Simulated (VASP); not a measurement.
Input:

```yaml
crystal:
  lattice:
    - [1.43565, 0.82887, 6.11699]
    - [-1.43565, 0.82887, 6.11699]
    - [0.00000, -1.65774, 6.11699]
  atoms:
    - { symbol: Li, position: [0.50000, 0.50000, 0.50000] }
    - { symbol: Ag, position: [0.00000, 0.00000, 0.00000] }
    - { symbol: F, position: [0.11034, 0.11034, 0.11034] }
    - { symbol: F, position: [0.88966, 0.88966, 0.88966] }
```

Method: LDA (Ceperley-Alder, Perdew-Zunger) with spin-orbit coupling, VASP's LDA PAW potentials (set 64) (plane waves; VASP). Numerical set-up: 520 eV cut-off, 8×8×8 Γ-centred mesh, Gaussian smearing of 0.050 eV, potentials Li_sv Ag F.

**Question.** Give the energies of bands 17 to 30 at the high-symmetry points, in eV from the valence-band maximum.

**Answer.** 
```tsv
band	Γ	T	H2	L	S0	F
17	-3.18	-3.15	-3.67	-3.38	-3.60	-3.53
18	-3.18	-3.15	-3.67	-3.38	-3.60	-3.53
19	-3.15	-3.07	-3.15	-2.53	-3.16	-3.17
20	-3.15	-3.07	-3.15	-2.53	-3.16	-3.17
21	-2.32	-2.53	-2.83	-2.47	-2.82	-2.49
22	-2.32	-2.53	-2.83	-2.47	-2.82	-2.49
23	-2.27	-2.48	-2.18	-1.82	-2.24	-1.64
24	-2.27	-2.48	-2.18	-1.82	-2.24	-1.64
25	-1.50	-1.37	-1.98	-1.56	-1.96	-1.39
26	-1.50	-1.37	-1.98	-1.56	-1.96	-1.39
27	-1.32	-1.21	-0.18	-0.22	-0.19	0.00
28	-1.32	-1.21	-0.18	-0.22	-0.19	0.00
29	1.77	2.66	6.59	3.40	6.85	3.43
30	1.77	2.66	6.59	3.40	6.85	3.43
```

The gap is indirect, 1.77 eV, from the valence maximum at F to the conduction minimum at Γ.

The structure comes from a computed database's LiAgF2 entry (R-3m); how it stands against other phases isn't given here. It was relaxed first, which changed the volume by -15 %.
